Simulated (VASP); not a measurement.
Computed with MS2 meta-GGA, VASP's PBE PAW potentials (set 64) (plane waves; VASP).

Input for VASP

**INCAR**
```
# general
SYSTEM   =  Rh
PREC     =  Accurate
ENCUT    =  520   # plane-wave cut-off (eV)
LREAL    =  .False.   # projection in real space or not
LASPH    =  .True.   # aspherical one-centre terms

# electronic loop
EDIFF    =  1E-7   # SCF stop (eV)
NELM     =  100   # most electronic steps
ALGO     =  Normal   # blocked Davidson
LMAXMIX  =  4
LMIXTAU  =  .True.

# smearing
ISMEAR   =  1   # Methfessel-Paxton
SIGMA    =  0.1   # width (eV)

# functional
METAGGA  =  MS2

# ions
ISIF     =  2   # forces and stress, cell fixed

# output
LWAVE    =  .False.
LCHARG   =  .False.
```

### KPOINTS
```
kpoints
0
gamma
 16 16 16
0 0 0
```

File POSCAR:
```
Rh
1
    0.0000000000     1.8586594417     1.8586594417
    1.8586594417     0.0000000000     1.8586594417
    1.8586594417     1.8586594417     0.0000000000
Rh
1
Direct
  0.0000000000   0.0000000000   0.0000000000
```

POTCAR, in this order: Rh_pv (PBE.64 set). Program: vasp_std.

Problem. What does the run give for the energy per atom (σ→0), pressure, band gap (on the k-mesh)?

Solution. 
```json
{
  "energy per atom (σ→0)": "-5.452 eV/atom",
  "band gap (on the k-mesh)": "none (metal, semimetal or under 0.01 eV)",
  "pressure": "21.35 GPa"
}
```

**OSZICAR**
```
...
DAV:  13    -0.545234054379E+01    0.25292E-03   -0.11732E-03  3298   0.516E-01    0.596E-02
DAV:  14    -0.545234637943E+01   -0.58356E-05   -0.79861E-05  3793   0.141E-01    0.248E-02
DAV:  15    -0.545228524849E+01    0.61131E-04   -0.64035E-05  3661   0.129E-01    0.666E-03
DAV:  16    -0.545227216658E+01    0.13082E-04   -0.38107E-06  3331   0.338E-02    0.168E-03
DAV:  17    -0.545227003362E+01    0.21330E-05   -0.35885E-07  3874   0.104E-02    0.232E-04
DAV:  18    -0.545226955234E+01    0.48128E-06   -0.58654E-09  1889   0.122E-03    0.192E-04
DAV:  19    -0.545226964431E+01   -0.91974E-07   -0.40012E-09  1748   0.103E-03
   1 F= -.54522696E+01 E0= -.54520167E+01  d E =-.758880E-03
```

The compound is Rh in the fcc structure. This cell is one point of a volume scan, at 0.94 of the reference volume.
